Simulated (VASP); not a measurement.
VASP ran on this input.

KPOINTS:
```
Automatic mesh
0
Gamma
11 11 11
0 0 0
```

**POSCAR**
```
CoO
1
    4.2600000000     2.1300000000     2.1300000000
    2.1300000000     4.2600000000     2.1300000000
    2.1300000000     2.1300000000     4.2600000000
Co O
2 2
Direct
  0.0000000000   0.0000000000   0.0000000000
  0.5000000000   0.5000000000   0.5000000000
  0.2500000000   0.2500000000   0.2500000000
  0.7500000000   0.7500000000   0.7500000000
```

### INCAR
```
ALGO  =  Normal
EDIFF  =  1E-6
EDIFFG  =  -0.02
ENCUT  =  520
GGA  =  PE
IBRION  =  2
ISIF  =  3
ISMEAR  =  1
ISPIN  =  2
LASPH  =  T
LCHARG  =  F
LDAU  =  T
LDAUJ  =  0 0
LDAUL  =  2 -1
LDAUPRINT  =  1
LDAUTYPE  =  2
LDAUU  =  3.32 0
LMAXMIX  =  4
LORBIT  =  10
LREAL  =  F
LWAVE  =  F
MAGMOM  =  2*3.0 2*0.0
NELM  =  100
NSW  =  60
PREC  =  Accurate
SIGMA  =  0.1
SYSTEM  =  CoO
```

POTCAR, in this order: Co O (PBE.64 set). Program: vasp_std.

Q: Write an equivalent input for Ansatz.

A: One equivalent input (not run):
Ansatz 0.2 input:
```yaml
crystal:
  lattice:
    - [4.2600000, 2.1300000, 2.1300000]
    - [2.1300000, 4.2600000, 2.1300000]
    - [2.1300000, 2.1300000, 4.2600000]
  atoms:
    - { symbol: Co, position: [0.0000000, 0.0000000, 0.0000000], spin: 3 }
    - { symbol: Co, position: [0.5000000, 0.5000000, 0.5000000], spin: 3 }
    - { symbol: O, position: [0.2500000, 0.2500000, 0.2500000] }
    - { symbol: O, position: [0.7500000, 0.7500000, 0.7500000] }
kpoints:
  mp_grid: { grid: [11, 11, 11] }
hamiltonian:
  xc: pbe
  pseudopotentials: { kind: paw }
  hubbard:
    sites:
      - { species: Co, l: d, u_eff: 3.32 }
magnetization: { spin_polarized: true }
scf:
  occupations: { method: methfessel_paxton, width: 0.1 }
  max_iter: 100
relax:
  max_steps: 60
  f_tol: 0.02
  cell: {}
output: { forces: true, stress: true, eigenvalues: true }
```
What does not carry over: each code has its own PAW files, so the cut-off isn't converted (ENCUT is set for VASP's; basis.ecutwfc is left out, and Ansatz then takes the one that its files recommend); Ansatz stops its SCF on the density residual and VASP on the energy change (EDIFF); the +U projectors differ, so the same U acts differently.

The compound is CoO in the rock salt, AFM-II order structure. This run relaxes it. Symmetry was kept, so distortions that lower it aren't found. The start is the result of an earlier pass.
